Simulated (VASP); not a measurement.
Shape and ions are relaxed at each volume.

Energy against volume of CdSe (wurtzite). These are optB86b-vdW, VASP's PBE PAW potentials (set 64) (plane waves; VASP 6.6.1) values and carry that method's errors.

```tsv
V (Å³/atom)	E (eV/atom)
27.359	-0.32093
28.232	-0.33447
29.105	-0.33854
29.978	-0.33470
30.851	-0.32414
```

Task: Fit a third-order Birch-Murnaghan equation of state.

Result: 
```yaml
volume_per_atom: 29.09 Å³/atom
bulk_modulus: 48.6 GPa
pressure_derivative_of_the_bulk_modulus: 4.71
```

Measured: bulk modulus 53.4 GPa (computed value off by -9.0 %), as given by Michael Grünwald et al., The Journal of Chemical Physics (2012), arXiv:1201.2992. The calculation is for a static lattice, while the measured bulk modulus holds thermal and zero-point effects, which are part of the difference.

The compound is CdSe in the wurtzite structure. It was relaxed first.
